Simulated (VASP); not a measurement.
Input:

```
Mo
1.0
   -1.58000     1.58000     1.58000
    1.58000    -1.58000     1.58000
    1.58000     1.58000    -1.58000
Mo
1
Cartesian
  0.00000   0.00000   0.00000
```

These are PBE GGA with spin-orbit coupling, VASP's PBE PAW potentials (set 64) (plane waves; VASP 6.6.1) values and carry that method's errors. Settings: 400 eV cut-off, 15×15×15 Γ-centred mesh, Gaussian smearing of 0.050 eV, potentials Mo_sv.

Give the energies of bands 9 to 20 at the high-symmetry points, in eV from the Fermi level.

```tsv
band	Γ	H	N	P
9	-7.14	-5.31	-5.21	-2.63
10	-7.14	-5.31	-5.21	-2.63
11	-1.34	-5.31	-3.30	-2.49
12	-1.34	-5.31	-3.30	-2.49
13	-1.34	3.92	1.66	-2.49
14	-1.34	3.92	1.66	-2.49
15	-1.20	3.92	1.72	2.47
16	-1.20	3.92	1.72	2.47
17	1.71	4.12	2.35	2.47
18	1.71	4.12	2.35	2.47
19	1.71	8.58	4.74	9.57
20	1.71	8.58	4.74	9.57
```

It has no gap at this level: it comes out as a metal or semimetal.

The compound is Mo in the bcc structure. It was relaxed first.
